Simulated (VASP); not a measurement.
Method: r2SCAN meta-GGA, VASP's PBE PAW potentials (set 64) (plane waves; VASP).

VASP input:

File KPOINTS:
```
Automatic
0
Gamma
10 10 1
```

INCAR:
```
SYSTEM = Zr(001) slab
PREC = Normal
ENCUT = 400
EDIFF = 1E-5
NELM = 100
ALGO = Normal
LREAL = .FALSE.
LASPH = .TRUE.
ISMEAR = 1
SIGMA = 0.1
METAGGA = R2SCAN
LMIXTAU = .TRUE.
LMAXMIX = 4
LWAVE = .TRUE.
LCHARG = .FALSE.
NELMIN = 4
LDIPOL = .TRUE.
IDIPOL = 3
DIPOL = 0.5 0.5 0.5
IBRION = 2
ISIF = 2
NSW = 50
EDIFFG = -0.03
```

### POSCAR
```
Zr(001) slab
1
    3.2467981262     0.0000000000     0.0000000000
   -1.6233990631     2.8118096037     0.0000000000
    0.0000000000     0.0000000000    25.3200522811
Zr
4
Direct
  0.6666670000   0.3333330000   0.4491110000
  0.3333330000   0.6666670000   0.3473320000
  0.6666670000   0.3333330000   0.6526680000
  0.3333330000   0.6666670000   0.5508890000
```

POTCAR, in this order: Zr_sv (PBE.64 set). Program: vasp_std.

The resulting files:

File OSZICAR:
```
...
DAV:   4    -0.889610228651E+02   -0.63473E-02   -0.45140E-03  1004   0.318E-01    0.160E-01
DAV:   5    -0.889657617820E+02   -0.47389E-02   -0.15274E-03   996   0.179E-01    0.125E-01
DAV:   6    -0.889774963642E+02   -0.11735E-01   -0.72892E-03   848   0.469E-01    0.467E-02
DAV:   7    -0.889804389736E+02   -0.29426E-02   -0.19732E-03  1200   0.167E-01    0.512E-02
DAV:   8    -0.889804388184E+02    0.15519E-06   -0.73637E-05   836   0.264E-02
   7 F= -.88980439E+02 E0= -.88980544E+02  d E =-.428842E-02
       N       E                     dE             d eps       ncg     rms          rms(c)
DAV:   1    -0.887648569352E+02    0.21558E+00   -0.24612E+01   784   0.393E+01    0.606E-01
DAV:   2    -0.888951219079E+02   -0.13026E+00   -0.86651E-01   900   0.725E+00    0.714E-01
DAV:   3    -0.889245123034E+02   -0.29390E-01   -0.13188E-01  1156   0.221E+00    0.404E-01
DAV:   4    -0.889464558239E+02   -0.21944E-01   -0.31012E-02  1028   0.800E-01    0.283E-01
DAV:   5    -0.889525570388E+02   -0.61012E-02   -0.75346E-03  1048   0.388E-01    0.196E-01
DAV:   6    -0.889734760958E+02   -0.20919E-01   -0.13342E-02   812   0.704E-01    0.603E-02
DAV:   7    -0.889794611928E+02   -0.59851E-02   -0.59744E-03  1016   0.318E-01    0.722E-02
DAV:   8    -0.889795027633E+02   -0.41571E-04   -0.45766E-04   968   0.648E-02    0.770E-02
DAV:   9    -0.889798731372E+02   -0.37037E-03   -0.46076E-04   948   0.107E-01    0.559E-02
DAV:  10    -0.889803867718E+02   -0.51363E-03   -0.15066E-03   964   0.172E-01    0.484E-02
DAV:  11    -0.889804902825E+02   -0.10351E-03   -0.11497E-04   788   0.526E-02    0.419E-02
DAV:  12    -0.889811013448E+02   -0.61106E-03   -0.22151E-04   824   0.951E-02    0.199E-02
DAV:  13    -0.889812040226E+02   -0.10268E-03   -0.17738E-04   600   0.801E-02    0.740E-03
DAV:  14    -0.889813725293E+02   -0.16851E-03   -0.65865E-05   752   0.445E-02    0.718E-03
DAV:  15    -0.889815448566E+02   -0.17233E-03   -0.49150E-05   620   0.477E-02    0.441E-03
DAV:  16    -0.889817010429E+02   -0.15619E-03   -0.68440E-05   616   0.452E-02    0.428E-03
DAV:  17    -0.889817367595E+02   -0.35717E-04   -0.99376E-06   604   0.198E-02    0.486E-03
DAV:  18    -0.889817401917E+02   -0.34322E-05   -0.13588E-05   628   0.274E-02
   8 F= -.88981740E+02 E0= -.88981551E+02  d E =-.558980E-02
       N       E                     dE             d eps       ncg     rms          rms(c)
DAV:   1    -0.889319130453E+02    0.49824E-01   -0.53655E+00   784   0.184E+01    0.264E-01
DAV:   2    -0.890558439760E+02   -0.12393E+00   -0.20168E-01   864   0.332E+00    0.298E-01
DAV:   3    -0.890271913809E+02    0.28653E-01   -0.29795E-02  1108   0.121E+00    0.202E-01
DAV:   4    -0.890179554888E+02    0.92359E-02   -0.40627E-03   944   0.427E-01    0.150E-01
DAV:   5    -0.890000607744E+02    0.17895E-01   -0.17819E-03   832   0.218E-01    0.951E-02
DAV:   6    -0.889883694624E+02    0.11691E-01   -0.13271E-02   864   0.658E-01    0.441E-02
DAV:   7    -0.889875130342E+02    0.85643E-03   -0.10070E-03  1312   0.121E-01    0.483E-02
DAV:   8    -0.889876367640E+02   -0.12373E-03   -0.37140E-05   732   0.359E-02    0.507E-02
DAV:   9    -0.889843043896E+02    0.33324E-02   -0.13505E-03   844   0.250E-01    0.269E-02
DAV:  10    -0.889832297925E+02    0.10746E-02   -0.26247E-04   720   0.111E-01    0.284E-02
DAV:  11    -0.889829626023E+02    0.26719E-03   -0.51853E-04   792   0.152E-01    0.221E-02
DAV:  12    -0.889832372606E+02   -0.27466E-03   -0.46896E-04   792   0.154E-01    0.161E-02
DAV:  13    -0.889830411960E+02    0.19606E-03   -0.71075E-05   672   0.622E-02    0.154E-02
DAV:  14    -0.889833884613E+02   -0.34727E-03   -0.18735E-04   804   0.122E-01    0.338E-03
DAV:  15    -0.889831561065E+02    0.23235E-03   -0.16708E-04   792   0.144E-01    0.510E-03
DAV:  16    -0.889829476340E+02    0.20847E-03   -0.87033E-05   792   0.920E-02    0.414E-03
DAV:  17    -0.889831426626E+02   -0.19503E-03   -0.39481E-05   576   0.522E-02    0.229E-03
DAV:  18    -0.889830757247E+02    0.66938E-04   -0.92440E-05   572   0.739E-02    0.231E-03
DAV:  19    -0.889829565015E+02    0.11922E-03   -0.47446E-05   692   0.699E-02    0.150E-03
DAV:  20    -0.889829394385E+02    0.17063E-04   -0.28947E-05   600   0.557E-02    0.121E-03
DAV:  21    -0.889830300956E+02   -0.90657E-04   -0.45591E-05   608   0.710E-02    0.140E-03
DAV:  22    -0.889829896008E+02    0.40495E-04   -0.18628E-05   564   0.319E-02    0.901E-04
DAV:  23    -0.889830035910E+02   -0.13990E-04   -0.11489E-05   580   0.271E-02    0.704E-04
DAV:  24    -0.889829627472E+02    0.40844E-04   -0.89596E-06   548   0.327E-02    0.560E-04
DAV:  25    -0.889830030108E+02   -0.40264E-04   -0.60274E-06   460   0.282E-02    0.496E-04
DAV:  26    -0.889830081806E+02   -0.51697E-05   -0.12957E-06   404   0.126E-02
   9 F= -.88983008E+02 E0= -.88982945E+02  d E =-.685778E-02
       N       E                     dE             d eps       ncg     rms          rms(c)
DAV:   1    -0.889762368323E+02    0.67662E-02   -0.81674E-01   784   0.682E+00    0.125E-01
DAV:   2    -0.889852142419E+02   -0.89774E-02   -0.34594E-02  1052   0.131E+00    0.223E-01
DAV:   3    -0.889828431823E+02    0.23711E-02   -0.12360E-02  1176   0.584E-01    0.654E-02
DAV:   4    -0.889818944405E+02    0.94874E-03   -0.30734E-03   932   0.342E-01    0.392E-02
DAV:   5    -0.889822271511E+02   -0.33271E-03   -0.43837E-04   940   0.124E-01    0.230E-02
DAV:   6    -0.889829205201E+02   -0.69337E-03   -0.36589E-04   756   0.729E-02    0.154E-02
DAV:   7    -0.889828629973E+02    0.57523E-04   -0.48438E-05   760   0.397E-02    0.943E-03
DAV:   8    -0.889830159906E+02   -0.15299E-03   -0.49411E-05   660   0.443E-02    0.625E-03
DAV:   9    -0.889830581868E+02   -0.42196E-04   -0.57918E-06   544   0.197E-02    0.582E-03
DAV:  10    -0.889830724849E+02   -0.14298E-04   -0.35465E-06   468   0.131E-02    0.416E-03
DAV:  11    -0.889831456840E+02   -0.73199E-04   -0.13728E-05   636   0.196E-02    0.254E-03
DAV:  12    -0.889831560323E+02   -0.10348E-04   -0.34571E-06   460   0.153E-02    0.206E-03
DAV:  13    -0.889831459607E+02    0.10072E-04   -0.57419E-06   456   0.256E-02    0.137E-03
DAV:  14    -0.889831740926E+02   -0.28132E-04   -0.45303E-06   452   0.215E-02    0.970E-04
DAV:  15    -0.889831582672E+02    0.15825E-04   -0.63928E-06   448   0.279E-02    0.634E-04
DAV:  16    -0.889831847446E+02   -0.26477E-04   -0.32582E-06   416   0.166E-02    0.454E-04
DAV:  17    -0.889831897985E+02   -0.50538E-05   -0.14458E-06   416   0.802E-03
  10 F= -.88983190E+02 E0= -.88983068E+02  d E =-.181618E-03
       N       E                     dE             d eps       ncg     rms          rms(c)
DAV:   1    -0.889822897507E+02    0.89499E-03   -0.11749E-01   784   0.258E+00    0.481E-02
DAV:   2    -0.889835851747E+02   -0.12954E-02   -0.53068E-03  1060   0.503E-01    0.898E-02
DAV:   3    -0.889832052719E+02    0.37990E-03   -0.19399E-03  1156   0.247E-01    0.244E-02
DAV:   4    -0.889825342601E+02    0.67101E-03   -0.60629E-04   824   0.187E-01    0.150E-02
DAV:   5    -0.889824741924E+02    0.60068E-04   -0.35503E-04   800   0.169E-01    0.102E-02
DAV:   6    -0.889831913335E+02   -0.71714E-03   -0.17417E-04   696   0.914E-02    0.700E-03
DAV:   7    -0.889830568402E+02    0.13449E-03   -0.86318E-05   728   0.951E-02    0.430E-03
DAV:   8    -0.889829970908E+02    0.59749E-04   -0.43967E-05   724   0.706E-02    0.229E-03
DAV:   9    -0.889830343530E+02   -0.37262E-04   -0.58674E-05   752   0.918E-02    0.260E-03
DAV:  10    -0.889830465131E+02   -0.12160E-04   -0.17442E-05   564   0.371E-02    0.218E-03
DAV:  11    -0.889831905342E+02   -0.14402E-03   -0.52074E-05   788   0.879E-02    0.164E-03
DAV:  12    -0.889831190905E+02    0.71444E-04   -0.24737E-05   564   0.465E-02    0.136E-03
DAV:  13    -0.889831762948E+02   -0.57204E-04   -0.11561E-05   556   0.368E-02    0.107E-03
DAV:  14    -0.889832295231E+02   -0.53228E-04   -0.30627E-05   572   0.604E-02    0.819E-04
DAV:  15    -0.889832226888E+02    0.68343E-05   -0.54933E-06   524   0.203E-02
  11 F= -.88983223E+02 E0= -.88983122E+02  d E =-.214508E-03
```

**OUTCAR**
```
------------------------ aborting loop because EDIFF is reached ----------------------------------------
  FORCE on cell =-STRESS in cart. coord.  units (eV):
  Direction    XX          YY          ZZ          XY          YZ          ZX
  --------------------------------------------------------------------------------------
  Total       -0.9661943     -0.9661943     -0.1038328     -0.0000000      0.0000000     -0.0000000
  in kB       -6.6968301     -6.6968298     -0.7196802     -0.0000000      0.0000000     -0.0000000
  external PRESSURE =      -4.7044467 kB  Pullay stress =       0.0000000 kB
  volume of cell :      231.16
      direct lattice vectors                 reciprocal lattice vectors
     3.246798126  0.000000000  0.000000000     0.307995743  0.177821428  0.000000000
    -1.623399063  2.811809604  0.000000000     0.000000000  0.355642857  0.000000000
     0.000000000  0.000000000 25.320052281     0.000000000  0.000000000  0.039494389
 POSITION                                       TOTAL-FORCE (eV/Angst)
 -----------------------------------------------------------------------------------
      1.62340      0.93727     11.31202        -0.000000      0.000000     -0.000724
     -0.00000      1.87454      8.90912         0.000000      0.000000     -0.003071
      1.62340      0.93727     16.41094         0.000000     -0.000000      0.003071
     -0.00000      1.87454     14.00803         0.000000      0.000000      0.000724
 -----------------------------------------------------------------------------------
    total drift:                                0.000000      0.000000      0.000000
  FREE ENERGIE OF THE ION-ELECTRON SYSTEM (eV)
  ---------------------------------------------------
  free  energy   TOTEN  =       -88.9832226888 eV

  energy  without entropy=      -88.9829201616  energy(sigma->0) =      -88.98312185

 reached required accuracy - stopping structural energy minimisation
```
(Selected blocks of OUTCAR.)

### CONTCAR
```
Zr(001) slab
   1.00000000000000
     3.2467981261999999    0.0000000000000000    0.0000000000000000
    -1.6233990630999999    2.8118096037000000    0.0000000000000000
     0.0000000000000000    0.0000000000000000   25.3200522811000006
  Zr
     4
Direct
     0.6666669999999968    0.3333330000000032    0.4467613068762406
     0.3333330000000032    0.6666669999999968    0.3518600797954987
     0.6666669999999968    0.3333330000000032    0.6481399202045013
     0.3333330000000032    0.6666669999999968    0.5532386931237595
```

The cell is a thin slab with vacuum, built from Zr (hcp): (001) face.
